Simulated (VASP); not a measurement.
Consider the following.

```
CELL_PARAMETERS angstrom
      1.55243    -2.68888     0.00000
      1.55243     2.68888     0.00000
      0.00000     0.00000     5.09741
ATOMIC_POSITIONS crystal
  Si 0.66667 0.33333 0.49956
  Si 0.33333 0.66667 0.99956
  C  0.66667 0.33333 0.87544
  C  0.33333 0.66667 0.37544
```

Computed with RPBE GGA, VASP's PBE PAW potentials (set 64) (plane waves; VASP). Run with 520 eV cut-off, Gaussian smearing of 0.050 eV, potentials Si C.

Q: Give the energies of bands 3 to 11 at the high-symmetry points, in eV from the valence-band maximum.

A: 
```tsv
band	Γ	M	K	A	L	H
3	-8.52	-7.68	-6.55	-4.39	-8.11	-7.64
4	-1.30	-6.22	-6.23	-4.39	-8.11	-7.64
5	-1.30	-5.32	-6.23	-0.70	-2.40	-5.48
6	-0.11	-3.25	-3.94	-0.70	-2.40	-5.48
7	0.00	-3.19	-3.94	-0.70	-2.29	-1.71
8	0.00	-1.18	-3.73	-0.70	-2.29	-1.71
9	4.61	2.77	2.37	5.70	3.25	4.95
10	5.93	4.22	8.11	5.70	3.25	4.95
11	6.54	6.71	8.73	7.23	5.18	6.01
```

The gap is indirect, 2.37 eV, from the valence maximum at Γ to the conduction minimum at K.

Measured: gap 3.33 eV (computed value off by -0.96 eV), as given by Daiki Deguchi et al., Japanese Journal of Applied Physics (2016), arXiv:1512.06930.

The compound is SiC in the wurtzite structure, the rare 2H polytype. It was relaxed first.
